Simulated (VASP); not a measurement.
Method: PBE GGA, VASP's PBE PAW potentials (set 64) (plane waves; VASP).

Input for VASP

**KPOINTS**
```
Regular mesh
0
Gamma
 6 6 6
```

POSCAR:
```
Li2Se
1
    0.0000000000     3.0000000000     3.0000000000
    3.0000000000     0.0000000000     3.0000000000
    3.0000000000     3.0000000000     0.0000000000
Li Se
2 1
Direct
  0.2500000000   0.2500000000   0.2500000000
  0.7500000000   0.7500000000   0.7500000000
  0.0000000000   0.0000000000   0.0000000000
```

INCAR:
```
SYSTEM  =  Li2Se
PREC  =  Accurate; ENCUT  =  650; LREAL  =  .FALSE.
LASPH  =  .TRUE.
EDIFF  =  1E-7; NELM  =  100; ALGO  =  Normal
LMAXMIX  =  4
ISMEAR  =  0; SIGMA  =  0.05
GGA  =  PE
IBRION  =  6; NSW  =  1; ISIF  =  3
POTIM  =  0.015; NFREE  =  2
LWAVE  =  .FALSE.; LCHARG  =  .FALSE.
```

POTCAR, in this order: Li_sv Se (PBE.64 set). Program: vasp_std.

The run wrote:

**OUTCAR**
```
 ion  position               nearest neighbor table
   1  0.250  0.250  0.250-   3 2.60   3 2.60   3 2.60   3 2.60
   2  0.750  0.750  0.750-   3 2.60   3 2.60   3 2.60   3 2.60
   3  0.000  0.000  0.000-   2 2.60   2 2.60   2 2.60   1 2.60   2 2.60   1 2.60   1 2.60   1 2.60
  LATTYP: Found a face centered cubic cell.
 ALAT       =     6.0000000000
 Subroutine PRICEL returns:
 Original cell was already a primitive cell.
 Subroutine GETGRP returns: Found 48 space group operations
The static configuration has the point symmetry O_h .
The dynamic configuration has the point symmetry O_h .
 Subroutine INISYM returns: Found 48 space group operations
 Subroutine IBZKPT returns following result:
 Found     16 irreducible k-points:

 Following reciprocal coordinates:
            Coordinates               Weight
  0.000000  0.000000  0.000000      1.000000
  0.166667  0.000000  0.000000      8.000000
  0.333333  0.000000  0.000000      8.000000
  0.500000  0.000000  0.000000      4.000000
  0.166667  0.166667  0.000000      6.000000
  0.333333  0.166667  0.000000     24.000000
  0.500000  0.166667  0.000000     24.000000
 -0.333333  0.166667  0.000000     24.000000
 -0.166667  0.166667  0.000000     12.000000
  0.333333  0.333333  0.000000      6.000000
  0.500000  0.333333  0.000000     24.000000
 -0.333333  0.333333  0.000000     12.000000
  0.500000  0.500000  0.000000      3.000000
  0.500000  0.333333  0.166667     24.000000
 -0.333333  0.333333  0.166667     24.000000
 -0.333333  0.500000  0.166667     12.000000
 Subroutine IBZKPT_HF returns following result:
   k-points           NKPTS =     16   k-points in BZ     NKDIM =     16   number of bands    NBANDS=     10
   number of dos      NEDOS =    301   number of ions     NIONS =      3
   total plane-waves  NPLWV =  46656
   dimension x,y,z NGX =    36 NGY =   36 NGZ =   36
   dimension x,y,z NGXF=    72 NGYF=   72 NGZF=   72
   ions per type =               2   1
...
```

File OUTCAR:
```


   1 f  =   10.124753 THz    63.615702 2PiTHz  337.725419 cm-1    41.872596 meV
             X         Y         Z           dx          dy          dz
      1.500000  1.500000  1.500000    -0.017734    0.412686    0.573913
      4.500000  4.500000  4.500000     0.017734   -0.412686   -0.573913
      0.000000  0.000000  0.000000     0.000000    0.000000    0.000000

   2 f  =   10.124753 THz    63.615702 2PiTHz  337.725419 cm-1    41.872596 meV
             X         Y         Z           dx          dy          dz
      1.500000  1.500000  1.500000     0.706455    0.030357   -0.000000
      4.500000  4.500000  4.500000    -0.706455   -0.030357    0.000000
      0.000000  0.000000  0.000000     0.000000    0.000000    0.000000

   3 f  =   10.124753 THz    63.615702 2PiTHz  337.725419 cm-1    41.872596 meV
             X         Y         Z           dx          dy          dz
      1.500000  1.500000  1.500000    -0.024639    0.573384   -0.413067
      4.500000  4.500000  4.500000     0.024639   -0.573384    0.413067
      0.000000  0.000000  0.000000    -0.000000   -0.000000    0.000000

   4 f  =    8.176182 THz    51.372468 2PiTHz  272.728081 cm-1    33.813957 meV
             X         Y         Z           dx          dy          dz
      1.500000  1.500000  1.500000    -0.169067   -0.629175   -0.000000
      4.500000  4.500000  4.500000    -0.169067   -0.629175    0.000000
      0.000000  0.000000  0.000000     0.100877    0.375411    0.000000

   5 f  =    8.176182 THz    51.372468 2PiTHz  272.728081 cm-1    33.813957 meV
             X         Y         Z           dx          dy          dz
      1.500000  1.500000  1.500000     0.000000   -0.000000    0.651494
      4.500000  4.500000  4.500000     0.000000   -0.000000    0.651494
      0.000000  0.000000  0.000000     0.000000   -0.000000   -0.388729

   6 f  =    8.176182 THz    51.372468 2PiTHz  272.728081 cm-1    33.813957 meV
             X         Y         Z           dx          dy          dz
      1.500000  1.500000  1.500000     0.629175   -0.169067    0.000000
      4.500000  4.500000  4.500000     0.629175   -0.169067   -0.000000
      0.000000  0.000000  0.000000    -0.375411    0.100877    0.000000

   7 f/i=    0.003708 THz     0.023300 2PiTHz    0.123696 cm-1     0.015336 meV
             X         Y         Z           dx          dy          dz
      1.500000  1.500000  1.500000     0.004294   -0.066810    0.266595
      4.500000  4.500000  4.500000     0.004294   -0.066810    0.266595
      0.000000  0.000000  0.000000     0.014392   -0.223942    0.893607

   8 f/i=    0.003708 THz     0.023300 2PiTHz    0.123696 cm-1     0.015336 meV
             X         Y         Z           dx          dy          dz
      1.500000  1.500000  1.500000     0.026741   -0.265261   -0.066906
      4.500000  4.500000  4.500000     0.026741   -0.265261   -0.066906
      0.000000  0.000000  0.000000     0.089633   -0.889135   -0.224265

   9 f/i=    0.003708 THz     0.023300 2PiTHz    0.123696 cm-1     0.015336 meV
             X         Y         Z           dx          dy          dz
      1.500000  1.500000  1.500000     0.273535    0.026981    0.002356
      4.500000  4.500000  4.500000     0.273535    0.026981    0.002356
      0.000000  0.000000  0.000000     0.916869    0.090437    0.007898

 ELASTIC MODULI CONTR FROM IONIC RELAXATION (kBar)
 Direction    XX          YY          ZZ          XY          YZ          ZX
 --------------------------------------------------------------------------------
 XX          -0.0000     -0.0000      0.0000      0.0000     -0.0000     -0.0000
 YY          -0.0000     -0.0000     -0.0000     -0.0000     -0.0000     -0.0000
 ZZ           0.0000     -0.0000     -0.0000     -0.0000      0.0000     -0.0000
 XY           0.0000     -0.0000     -0.0000    -26.9084      0.0000     -0.0000
 YZ          -0.0000     -0.0000      0.0000      0.0000    -26.9084     -0.0000
 ZX          -0.0000     -0.0000     -0.0000     -0.0000     -0.0000    -26.9084
 --------------------------------------------------------------------------------

 TOTAL ELASTIC MODULI (kBar)
 Direction    XX          YY          ZZ          XY          YZ          ZX
 --------------------------------------------------------------------------------
 XX         669.0757    172.7963    172.7963     -0.0000     -0.0000      0.0000
 YY         172.7963    669.0757    172.7963      0.0000     -0.0000     -0.0000
 ZZ         172.7963    172.7963    669.0757      0.0000     -0.0000      0.0000
 XY          -0.0000      0.0000      0.0000    278.6778      0.0000     -0.0000
 YZ          -0.0000     -0.0000     -0.0000      0.0000    278.6778     -0.0000
 ZX           0.0000     -0.0000      0.0000     -0.0000     -0.0000    278.6778
 --------------------------------------------------------------------------------
```
(Selected blocks of OUTCAR.)

The compound is Li2Se in the antifluorite structure. The cell was not relaxed at this level.
